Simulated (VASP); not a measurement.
# ZnCdSe₂ (space group R3m): computed properties

Computed with PBEsol GGA, VASP's PBE PAW potentials (set 64) (plane waves; VASP).

```
Item                                                                                                                   Result
---------------------------------------------  ------------------------------------------------------------------------------
space group                                                                                                         R3m (160)
cell                                           a = 4.1324 Å, b = 4.1324 Å, c = 20.4234 Å, α = 90.00°, β = 90.00°, γ = 120.00°
volume per atom                                                                                                 25.17 Å³/atom
band gap (over mesh and band path)                                                                                    0.62 eV
smallest direct gap (over mesh and band path)                                                                         0.62 eV
band-edge character                                                                                            direct, Γ to Γ
density                                                                                                            5.54 g/cm³
```

```
CdZnSe2
1.0
    2.06619     1.19292     6.80780
   -2.06619     1.19292     6.80780
    0.00000    -2.38583     6.80780
Zn Cd Se
1 1 2
Direct
  0.49924   0.49924   0.49924
  0.00186   0.00186   0.00186
  0.13043   0.13043   0.13043
  0.61847   0.61847   0.61847
```

The structure comes from a computed database's ZnCdSe2 entry (R3m); how it stands against other phases isn't given here. It was relaxed first, which changed the volume by -6 %. Symmetry was kept, so distortions that lower it aren't found.
